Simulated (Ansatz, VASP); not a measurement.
## Li4B4H15 (a cell with a defect) in VASP and in Ansatz

```
CELL_PARAMETERS angstrom
5.64320 0.00000 0.00000
0.00000 -5.64320 0.00000
0.00000 0.00000 -5.64320
ATOMIC_POSITIONS crystal
Li 0.51991 0.98009 0.55308
Li 0.98009 0.51991 0.55308
Li 0.03974 0.03973 0.07290
Li 0.46027 0.46026 0.07290
B 0.47154 0.02846 0.99245
B 0.02846 0.47154 0.99246
B 0.98802 0.98802 0.47597
B 0.51198 0.51198 0.47597
H 0.90074 0.59926 0.07918
H 0.85397 0.07791 0.59275
H 0.42209 0.64603 0.59275
H 0.30659 0.93871 0.88543
H 0.93872 0.30659 0.88544
H 0.89194 0.89195 0.30786
H 0.38378 0.38378 0.42230
H 0.59926 0.90074 0.07918
H 0.25000 0.25000 0.15474
H 0.07791 0.85397 0.59275
H 0.64603 0.42209 0.59275
H 0.56129 0.19341 0.88543
H 0.19341 0.56128 0.88544
H 0.11622 0.11622 0.42230
H 0.60805 0.60806 0.30786
```

Alike in both runs: task single point; functional PBEsol; k mesh 4 × 4 × 4; occupations gaussian, width 0.05 eV; no spin polarisation.

```csv
,VASP,Ansatz
version,VASP 6.6.1,Ansatz 0.2.0
potentials or method,"VASP PAW PBE potentials, release 64 (Li_sv, B, H)","scalar-relativistic, plane waves, PAW"
plane-wave cutoff (eV),520,420
valence electrons in the cell,39,39
```

Ansatz gave:

```
gap on the k mesh at the Fermi level (eV) : none
rms of the force components (eV/Å)        : 1.365
```

Question: Estimate VASP's values.

Answer: gap on the k mesh at the Fermi level (eV): none; rms of the force components (eV/Å): 1.370.

Atom by atom the forces differ by 0.009 eV/Å (rms over components). A gap of «none» marks a metal or a gap that the smearing closes. With one functional, cell and mesh, what is left measures potentials, basis and numerics. Ansatz warned: «structure_snapped_to_symmetry».

Caveats: the PAW data sets were made with another functional, which shifts forces and pressure a little (VASP).
